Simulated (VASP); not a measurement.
```
KF
1.0
    0.00000     2.71031     2.71031
    2.71031     0.00000     2.71031
    2.71031     2.71031     0.00000
K F
1 1
Cartesian
  5.42061   5.42061   5.42061
  2.71031   2.71031   2.71031
```

Computed with PBE0 hybrid, VASP's PBE PAW potentials (set 64) (plane waves; VASP 6.6.1). Numerical set-up: 520 eV cut-off, 6×6×6 Γ-centred mesh, Gaussian smearing of 0.050 eV, potentials K_sv F.

Question: What does the run give for the energy per atom (σ→0), band gap (over the mesh, the named points and PBE's band edges) with the smallest direct gap where there is one?

Answer: 
The band gap (over the mesh, the named points and PBE's band edges) comes out as 8.70 eV and the smallest direct gap (over the mesh, the named points and PBE's band edges) is 8.70 eV. The energy per atom (σ→0) comes out as -5.240 eV/atom.

The compound is KF in the rock salt structure. It was relaxed first.
